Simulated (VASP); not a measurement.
Given:

```
MgSe
1.0
    0.00000     2.66583     2.66583
    2.66583     0.00000     2.66583
    2.66583     2.66583     0.00000
Mg Se
1 1
Direct
  0.00000   0.00000   0.00000
  0.25000   0.25000   0.25000
```

Computed with PBEsol GGA, VASP's PBE PAW potentials (set 64) (plane waves; VASP 6.6.1). Run with 500 eV cut-off, 9×9×9 Γ-centred mesh, Gaussian smearing of 0.050 eV, potentials Mg Se.

What does the run give for the energy per atom (σ→0), pressure?

- energy per atom (σ→0) = -3.490 eV/atom
- pressure = 29.97 GPa

The absolute energy has meaning only against runs of the same code, potentials and settings.

The structure was generated: MgSe was put into the zinc blende type (F-43m), which need not be its known phase. It was relaxed first under an external pressure of 30 GPa.
